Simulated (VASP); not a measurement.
Consider the following.

```
CELL_PARAMETERS angstrom
     -1.76222     1.76222     6.00364
      1.76222    -1.76222     6.00364
      1.76222     1.76222    -6.00364
ATOMIC_POSITIONS crystal
  Nb 0.74972 0.74972 0.00000
  Nb 0.49972 0.99972 0.50000
  As 0.16728 0.16728 0.00000
  As 0.91728 0.41728 0.50000
```

Level of theory: PBE GGA, VASP's PBE PAW potentials (set 64) (plane waves; VASP 6.6.1). Settings: 300 eV cut-off, 9×9×9 Γ-centred mesh, Gaussian smearing of 0.10 eV, potentials Nb_sv As.

At this cut-off the stress carries a Pulay error, which pulls relaxed volumes low. Energy and stress use the plane-wave basis of the starting cell.

Problem. The ions, cell shape and volume are relaxed. Predict the relaxed structure.

Solution. 
```
CELL_PARAMETERS angstrom
     -1.73527     1.73527     5.87384
      1.73527    -1.73527     5.87384
      1.73527     1.73527    -5.87384
ATOMIC_POSITIONS crystal
  Nb 0.74938 0.74938 0.00000
  Nb 0.49938 0.99938 0.50000
  As 0.16762 0.16762 0.00000
  As 0.91762 0.41762 0.50000
```
Space group I4_1md (109), at a tolerance of 0.03 Å.

Problem. How do energy and volume change from the first to the last step?

Solution. The energy (σ→0) changes by -24.0 meV/atom and the volume by -5.1 %, in 10 ionic steps.

The structure comes from a computed database's NbAs entry; how it stands against other phases isn't given here. This run relaxes it. Symmetry was kept, so distortions that lower it aren't found. The run is one of a series of settings (EDIFFG = -0.01, IBRION = 2, ISIF = 3, NSW = 50 against the base run), some of them coarse on purpose.
